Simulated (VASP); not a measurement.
Input:

```
CELL_PARAMETERS angstrom
      0.00000     2.18970     2.18970
      2.18970     0.00000     2.18970
      2.18970     2.18970     0.00000
ATOMIC_POSITIONS crystal
  Si 0.00000 0.00000 0.00000
  C  0.25000 0.25000 0.25000
```

The numbers are results of PBE GGA, VASP's PBE PAW potentials (set 64) (plane waves; VASP), not measurements. Run with 620 eV cut-off, 10×10×10 Γ-centred mesh, Gaussian smearing of 0.050 eV, potentials Si C.

**Question.** Estimate the energy per atom (σ→0), band gap (on the k-mesh) with the smallest direct gap where there is one.

**Answer.** 
| Item | Result |
|---|---|
| band gap (on the k-mesh) | 1.37 eV |
| smallest direct gap (on the k-mesh) | 4.53 eV |
| energy per atom (σ→0) | -7.531 eV/atom |

The compound is SiC in the zinc blende structure. It was relaxed first.
